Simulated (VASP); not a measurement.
These are PBE GGA, VASP's PBE PAW potentials (set 64) (plane waves; VASP) values and carry that method's errors.

VASP input:

KPOINTS:
```
Automatic mesh
0
Gamma
9 9 9
0 0 0
```

### POSCAR
```
KBr
4.665240
  0.0000000000   0.7071068155   0.7071068155
  0.7071068155   0.0000000000   0.7071068155
  0.7071068155   0.7071068155   0.0000000000
K Br
1 1
Cartesian
  0.0000000000   0.0000000000   0.0000000000
  0.7071068155   0.7071068155   0.7071068155
```

### INCAR
```
SYSTEM=KBr
PREC=Accurate; ENCUT=210; LREAL=F
LASPH=T
EDIFF=1E-6; NELM=100; ALGO=Normal
LMAXMIX=4
ISMEAR=0; SIGMA=0.01
GGA=PE
ISIF=2
LWAVE=F; LCHARG=F
```

POTCAR, in this order: K_sv Br (PBE.64 set). Program: vasp_std.

Output of the run:

### OSZICAR
```
       N       E                     dE             d eps       ncg     rms          rms(c)
DAV:   1     0.507767129273E+02    0.50777E+02   -0.42901E+03   892   0.576E+02
DAV:   2    -0.385523018746E+01   -0.54632E+02   -0.52077E+02  1116   0.166E+02
DAV:   3    -0.631365717594E+01   -0.24584E+01   -0.24493E+01  1072   0.328E+01
DAV:   4    -0.639006025830E+01   -0.76403E-01   -0.76377E-01  1216   0.564E+00
DAV:   5    -0.639249382975E+01   -0.24336E-02   -0.24335E-02  1172   0.793E-01    0.342E+00
DAV:   6    -0.622153867131E+01    0.17096E+00   -0.27669E-01   972   0.266E+00    0.247E+00
DAV:   7    -0.621058200450E+01    0.10957E-01   -0.13681E-01  1048   0.206E+00    0.108E+00
DAV:   8    -0.621928860273E+01   -0.87066E-02   -0.13668E-02  1032   0.854E-01    0.101E-01
DAV:   9    -0.621993186142E+01   -0.64326E-03   -0.70706E-04  1092   0.167E-01    0.738E-02
DAV:  10    -0.622035288141E+01   -0.42102E-03   -0.49287E-04   948   0.140E-01    0.183E-02
DAV:  11    -0.622035377631E+01   -0.89489E-06   -0.18989E-05  1192   0.234E-02    0.423E-03
DAV:  12    -0.622035531897E+01   -0.15427E-05   -0.30114E-06   968   0.121E-02    0.501E-03
DAV:  13    -0.622035544461E+01   -0.12564E-06   -0.50963E-07   788   0.397E-03
   1 F= -.62203554E+01 E0= -.62203554E+01  d E =-.296983E-11
```

File OUTCAR:
```
------------------------ aborting loop because EDIFF is reached ----------------------------------------
  FORCE on cell =-STRESS in cart. coord.  units (eV):
  Direction    XX          YY          ZZ          XY          YZ          ZX
  --------------------------------------------------------------------------------------
  Total       -0.1041441     -0.1041441     -0.1041441     -0.0000000     -0.0000000      0.0000000
  in kB       -2.3240106     -2.3240106     -2.3240106     -0.0000000     -0.0000000      0.0000000
  external PRESSURE =      -2.3240106 kB  Pullay stress =       0.0000000 kB
  volume of cell :       71.80
      direct lattice vectors                 reciprocal lattice vectors
     0.000000000  3.298823000  3.298823000    -0.151569211  0.151569211  0.151569211
     3.298823000  0.000000000  3.298823000     0.151569211 -0.151569211  0.151569211
     3.298823000  3.298823000  0.000000000     0.151569211  0.151569211 -0.151569211
  FREE ENERGIE OF THE ION-ELECTRON SYSTEM (eV)
  ---------------------------------------------------
  free  energy   TOTEN  =        -6.2203554446 eV

  energy  without entropy=       -6.2203554446  energy(sigma->0) =       -6.22035544
```
(Selected blocks of OUTCAR.)

At this cut-off the stress carries a Pulay error, which pulls relaxed volumes low.

The structure comes from a computed database's KBr entry; how it stands against other phases isn't given here. The cell was not relaxed at this level. The run is one of a series of settings (ENCUT = 210 against the base run), some of them coarse on purpose.
